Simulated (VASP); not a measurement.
VASP ran on this input.

INCAR:
```
SYSTEM = K2Te
PREC = Accurate; ENCUT = 300; LREAL = .FALSE.
LASPH = .TRUE.
EDIFF = 1E-6; NELM = 100; ALGO = Normal
LMAXMIX = 4
ISMEAR = 0; SIGMA = 0.1
GGA = PE; GGA_COMPAT = .FALSE.
MAGMOM = 9*0.0; LSORBIT = .TRUE.; LNONCOLLINEAR = .TRUE.
ISIF = 2
LWAVE = .FALSE.; LCHARG = .FALSE.; LORBIT = 11
```

### POSCAR
```
K2Te
1
    4.6313910000     0.0000000000     0.0000000000
   -2.3156950000     4.0109020000     0.0000000000
    0.0000000000     0.0000000000     7.4713940000
Te K
1 2
Direct
  0.0000000000   0.0000000000   0.0000000000
  0.3333330000   0.6666670000   0.2520000000
  0.6666670000   0.3333330000   0.7480000000
```

File KPOINTS:
```
Automatic
0
gamma
 4 4 3
```

POTCAR, in this order: Te K_sv (PBE.64 set). Program: vasp_ncl.

Question: Write an equivalent input for Quantum ESPRESSO's pw.x.

Answer: One equivalent input (not run):
```
&CONTROL
  calculation = 'scf'
  pseudo_dir = './pseudo'
  outdir = './out'
  tprnfor = .true.
  tstress = .true.
/
&SYSTEM
  ibrav = 0
  nat = 3
  ntyp = 2
  ecutwfc = 80
  occupations = 'smearing'
  smearing = 'gaussian'
  degauss = 0.00735
  input_dft = 'pbe'
  noncolin = .true.
  lspinorb = .true.
/
&ELECTRONS
  conv_thr = 7.3e-08
  electron_maxstep = 100
/
ATOMIC_SPECIES
  Te 127.600 Te.upf
  K 39.098 K.upf
CELL_PARAMETERS angstrom
     4.6313910    0.0000000    0.0000000
    -2.3156950    4.0109020    0.0000000
     0.0000000    0.0000000    7.4713940
ATOMIC_POSITIONS crystal
  Te   0.0000000  0.0000000  0.0000000
  K    0.3333330  0.6666670  0.2520000
  K    0.6666670  0.3333330  0.7480000
K_POINTS automatic
  4 4 3 0 0 0
```
Limits of the translation: the potentials are each code's own (VASP's PAW set, PseudoDojo norm-conserving files, fully relativistic, in pw.x), so ENCUT and ecutwfc are chosen apart and not converted; conv_thr bounds pw.x's estimated SCF error, while EDIFF bounds the energy change between steps.

The structure was generated: K2Te was put into an ordered model structure, which need not be its known phase. The cell was not relaxed at this level. The k-mesh is coarse (spacing up to 0.39 per Å, 2π included), so the numbers may not be converged in it. The run is one of a series of settings (GGA_COMPAT = .FALSE., LNONCOLLINEAR = .TRUE., LSORBIT = .TRUE., MAGMOM = 0.0 0.0 0.0 0.0 0.0 0.0 0.0 0.0 0.0, program vasp_ncl against the base run), some of them coarse on purpose.
